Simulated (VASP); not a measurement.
```yaml
crystal:
  lattice:
    - [1.65750, -2.87087, 0.00000]
    - [1.65750, 2.87087, 0.00000]
    - [0.00000, 0.00000, 5.31420]
  atoms:
    - { symbol: Zn, position: [0.66667, 0.33333, 0.50000] }
    - { symbol: Zn, position: [0.33333, 0.66667, 0.00000] }
    - { symbol: O, position: [0.66667, 0.33333, 0.88200] }
    - { symbol: O, position: [0.33333, 0.66667, 0.38200] }
```

The numbers are results of PBE GGA, VASP's PBE PAW potentials (set 64) (plane waves; VASP 6.6.1), not measurements. Numerical set-up: PREC = Normal, 520 eV cut-off, 7×7×4 Γ-centred mesh, Gaussian smearing of 0.050 eV, potentials Zn O.

**Question.** Give the stress tensor in GPa (positive for a compressed cell).

**Answer.** 
```
-2.42   0.00   0.00
 0.00  -2.42   0.00
 0.00   0.00  -2.08
```
The pressure is its mean diagonal, -2.31 GPa.

The compound is ZnO in the wurtzite structure. The cell was not relaxed at this level. The run is one of a series of settings (PREC = Normal against the base run), some of them coarse on purpose.
